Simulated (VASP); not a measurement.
Given:

```yaml
crystal:
  lattice:
    - [4.18332, 0.00000, 0.00000]
    - [0.00000, 4.18332, 0.00000]
    - [0.00000, 0.00000, 2.67344]
  atoms:
    - { symbol: Si, position: [0.00000, 0.00000, 0.00000] }
    - { symbol: Si, position: [0.50000, 0.50000, 0.50000] }
    - { symbol: O, position: [0.30602, 0.30602, 0.00000] }
    - { symbol: O, position: [0.80602, 0.19398, 0.50000] }
    - { symbol: O, position: [0.19398, 0.80602, 0.50000] }
    - { symbol: O, position: [0.69398, 0.69398, 0.00000] }
```

The numbers are results of r2SCAN meta-GGA, VASP's PBE PAW potentials (set 64) (plane waves; VASP), not measurements. Settings: 520 eV cut-off, 6×6×9 Γ-centred mesh, tetrahedra with Blöchl corrections, potentials Si O.

**Question.** Predict the energy per atom (σ→0), band gap (over mesh and band path) with the smallest direct gap where there is one.

**Answer.** 
```json
{
  "band gap (over mesh and band path)": "6.48 eV",
  "smallest direct gap (over mesh and band path)": "6.48 eV",
  "energy per atom (σ→0)": "-9.798 eV/atom"
}
```

Only differences to runs with the same potentials and settings are physical.

The compound is SiO2 in the rutile structure, stishovite, a high-pressure form. It was relaxed first.
